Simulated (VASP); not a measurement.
Input:

```
CELL_PARAMETERS angstrom
      1.80025    -3.11813     0.00000
      1.80025     3.11813     0.00000
      0.00000     0.00000    11.45903
ATOMIC_POSITIONS crystal
  La 0.00000 0.00000 0.50000
  La 0.00000 0.00000 0.00000
  La 0.33333 0.66667 0.25000
  La 0.66667 0.33333 0.75000
```

All values below come from LDA (Ceperley-Alder, Perdew-Zunger), VASP's LDA PAW potentials (set 64) (plane waves; VASP). Settings: 500 eV cut-off, 10×10×3 Γ-centred mesh, first-order Methfessel-Paxton smearing of 0.10 eV, potentials La.

Energy and stress use the plane-wave basis of the starting cell.

The ions, cell shape and volume at an external pressure of 5.0 GPa are relaxed. What does this cell relax into?

```
CELL_PARAMETERS angstrom
      1.72095    -2.98076     0.00000
      1.72095     2.98076     0.00000
      0.00000     0.00000    10.98481
ATOMIC_POSITIONS crystal
  La 0.00000 0.00000 0.50000
  La 0.00000 0.00000 0.00000
  La 0.33333 0.66667 0.25000
  La 0.66667 0.33333 0.75000
```
Space group P6_3/mmc (194), at a tolerance of 0.03 Å.

How do energy and volume change from the first to the last step?

The energy (σ→0) changes by +52.7 meV/atom and the volume by -12.4 %, in 5 ionic steps.

```csv
step,E(σ→0) (eV),max force (eV/Å),pressure (GPa),volume (Å³)
1,-22.3076,0.000,-0.02,128.65
2,-22.0329,0.000,5.75,110.80
3,-22.0874,0.000,5.06,112.41
4,-22.0971,0.000,4.92,112.72
5,-22.0967,0.000,4.92,112.70
```

The compound is La in the dhcp structure. This run relaxes it under an external pressure of 5 GPa. Symmetry was kept, so distortions that lower it aren't found.
